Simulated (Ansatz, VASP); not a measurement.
# AlSi2C2N (twisted h-SiC/h-AlN monolayer on bilayer, 50.57 deg) in two plane-wave programs, part 2 of 2

Aim: how closely do two programs agree when they are given the same cell, functional and k mesh? The structure shown is the start of the Ansatz relaxation below; VASP solves that cell, so the two are compared at the walk's first step.

VASP 6.6.1 and Ansatz 0.2.0.

So far: The starting structure; Ansatz: relaxation, PBE with D3(BJ).

### Step 3. VASP: single point, PBE with D3(BJ), start cell

Level of this step: PBE with D3(BJ); plane waves and PAW (Si, C, Al, N) (VASP).

The same cell, functional, mesh and smearing now go to VASP, with its own data sets.

Lines of VASP's logs that name or quote its potential files are left out, and so is its time.

The input, INCAR:

```
SYSTEM = AlSi2C2N
PREC = Accurate
ENCUT = 520
EDIFF = 1E-06
NELM = 120
ISMEAR = 0
SIGMA = 0.05
LREAL = Auto
ALGO = Normal
GGA = PE
IVDW = 12
NBANDS = 599
LORBIT = 11
LWAVE = .FALSE.
LCHARG = .FALSE.
ISIF = 2
LASPH = .TRUE.
GGA_COMPAT = .FALSE.
EFERMI = MIDGAP
```

The input, POSCAR:

```
AlSi2C2N
1.0
   18.9478000000      0.0000000000      0.0000000000
   -9.4739000000     16.4092800000      0.0000000000
    0.0000000000      0.0000000000     18.5800000000
Si C Al N
74 74 37 37
Direct
    0.1177103200      0.8289882310      0.3238374596
    0.1985977623      0.0184285965      0.3233799785
    0.1442720387      0.5586229256      0.3230409042
    0.2249217637      0.7474611927      0.3235522067
    0.3072322476      0.9377315763      0.3224004306
    0.0910729680      0.0995717058      0.3229009688
    0.1715177824      0.2881479261      0.3222282024
    0.2525320876      0.4764803818      0.3238482239
    0.3330889165      0.6666106008      0.3218406889
    0.4147129103      0.8563629848      0.3221420883
    0.4952363544      0.0456875622      0.3221689989
    0.2788910246      0.2061211705      0.3230193757
    0.3600410645      0.3959284015      0.3226587729
    0.4422477884      0.5861073734      0.3235414424
    0.5222168401      0.7742387235      0.3222012917
    0.6034275594      0.9645578599      0.3227125942
    0.3865397130      0.1251730728      0.3221474704
    0.4694007219      0.3160589618      0.3225188375
    0.5496289335      0.5045925233      0.3229924650
    0.6300932842      0.6933028140      0.3237997847
    0.7114187408      0.8832075508      0.3228525296
    0.7923703001      0.0714778467      0.3236383208
    0.5760400924      0.2338311005      0.3234122713
    0.6580688486      0.4241502369      0.3225888052
    0.7385638730      0.6123729987      0.3227018299
    0.8182475093      0.8010101601      0.3225403660
    0.9005388944      0.9912317908      0.3227125942
    0.6851901591      0.1536691433      0.3231108719
    0.7657616802      0.3418126816      0.3223304629
    0.8465305920      0.5318393007      0.3225403660
[... 186 atom lines left out ...]
    0.0446300423      0.4954391661      0.6764800861
    0.9363604524      0.3053516059      0.6768675996
    0.1787314241      0.9816091870      0.6771689989
    0.0734814746      0.7937398838      0.6769214209
    0.9643026548      0.6035121590      0.6765392896
    0.9905677419      0.9010206420      0.6766576964
```

The input, KPOINTS:

```
Automatic mesh
0
Gamma
1 1 1
0 0 0
```

The projector-augmented-wave data sets are Si, C, Al and N (PBE family, release 64).

Started as:

```console
$ export OMP_NUM_THREADS=3
$ mpirun -np 1 vasp_gam
```

Numbers of over 12 decimals in the logs are rounded to 6 here.

Log:

```text
[banner, memory and clock lines left out]
running    1 mpi-ranks, on    1 nodes
[...]
Offloading initialized ...    1 GPUs detected
[...]
LDA part: xc-table for (Slater+PW92), standard interpolation
 POSCAR, INCAR and KPOINTS ok, starting setup
[...]
entering main loop
       N       E                     dE             d eps       ncg     rms          rms(c)
DAV:   1     0.765143468685E+04    0.76514E+04   -0.39217E+05  1222   0.128E+03
DAV:   2    -0.503982663019E+03   -0.81554E+04   -0.77639E+04  1772   0.275E+02
DAV:   3    -0.180043036657E+04   -0.12964E+04   -0.12826E+04  1492   0.112E+02
DAV:   4    -0.187237673293E+04   -0.71946E+02   -0.71645E+02  1548   0.304E+01
[...]
DAV:  25    -0.155083150512E+04   -0.26490E-05   -0.33958E-07   972   0.531E-04    0.696E-04
DAV:  26    -0.155083150683E+04   -0.17106E-05   -0.22090E-07   956   0.454E-04    0.251E-04
DAV:  27    -0.155083150742E+04   -0.58624E-06   -0.12256E-07   932   0.269E-04
   1 F= -.15928650E+04 E0= -.15928650E+04  d E =0.000000E+00
```

From OUTCAR (step 3):

```text
  FREE ENERGIE OF THE ION-ELECTRON SYSTEM (eV)
  ---------------------------------------------------
  free  energy   TOTEN  =     -1592.8650278556 eV

  energy  without entropy=    -1592.8650278556  energy(sigma->0) =    -1592.86502786
```

### Step 4. Side by side

Known differences besides the potentials themselves: the cutoff is 420 eV in Ansatz and 520 eV in VASP (PREC = Accurate, projectors in real space). Total energies have different zeros and are not compared.

Forces on 10 of the 222 atoms, those with the largest forces and the largest differences (eV/Å; atoms numbered as in POSCAR):

```tsv
atom	Ansatz x, y, z	VASP x, y, z
Si34	0.312, 0.876, -0.018	0.312, 0.876, -0.019
Si36	-0.635, -0.808, 0.028	-0.634, -0.807, 0.024
Si70	-0.193, -0.957, -0.080	-0.196, -0.957, -0.083
C88	-0.193, -0.165, -0.042	-0.184, -0.165, -0.038
C111	0.416, 0.898, -0.176	0.415, 0.899, -0.174
C132	0.900, -0.122, 0.104	0.893, -0.115, 0.109
Al151	0.093, -0.914, -0.155	0.095, -0.922, -0.155
Al179	-0.771, 0.242, -0.082	-0.781, 0.241, -0.083
N205	0.381, -1.033, 0.218	0.385, -1.038, 0.217
N219	1.083, 0.193, 0.121	1.090, 0.194, 0.122
```

The forces differ by 2.7 meV/Å r.m.s., which is 0.9 % of the r.m.s. force of 0.315 eV/Å (both taken over all components). With vacuum in the cell, a pressure given here is an average over mostly empty space and none of the material.

### Step 5. Results

```json
{
 "r.m.s. force difference (single point, PBE with D3(BJ), start cell)": "0.86 % of the r.m.s. force"
}
```

The r.m.s. force difference is 0.86 % of the r.m.s. force (single point, PBE with D3(BJ), start cell), within the 3 % picked in this series as the mark of a large difference. 1 further run of this series is not shown here. Such differences can come from data sets, numerical settings and the points named under the comparisons, not from the functional's error against experiment.

[Lines on the potential files, build, host, timing and source positions are cut from VASP's logs without a mark.]

[Logs are printed without paths, hosts, clocks, repeated set-up lines and the standing remarks that a program may print on its own settings, such as how far it seeks lower states.]

[Hosts, paths, dates, database ids (printed as entryN), source tags and the programs' standing remarks are cut or masked in the printed files.]
